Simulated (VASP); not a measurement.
Input:

```
Pt3Ti
1.0
    3.79732     0.00000     0.00000
    0.00000     3.79732     0.00000
    0.00000     0.00000     3.79732
Ti Pt
1 3
Direct
  0.00000   0.00000   0.00000
  0.00000   0.50000   0.50000
  0.50000   0.00000   0.50000
  0.50000   0.50000   0.00000
```

Calculation: SCAN meta-GGA, VASP's PBE PAW potentials (set 64) (plane waves; VASP). Settings: 520 eV cut-off, 8×8×8 Γ-centred mesh, first-order Methfessel-Paxton smearing of 0.10 eV, potentials Ti_sv Pt.

Problem. Give the stress tensor in GPa (positive for a compressed cell).

Solution. 
```
20.28   0.00   0.00
 0.00  20.28   0.00
 0.00   0.00  20.28
```
The pressure is its mean diagonal, 20.28 GPa.

The compound is Pt3Ti in the L1_2 structure. This cell is one point of a volume scan, at 0.94 of the reference volume.
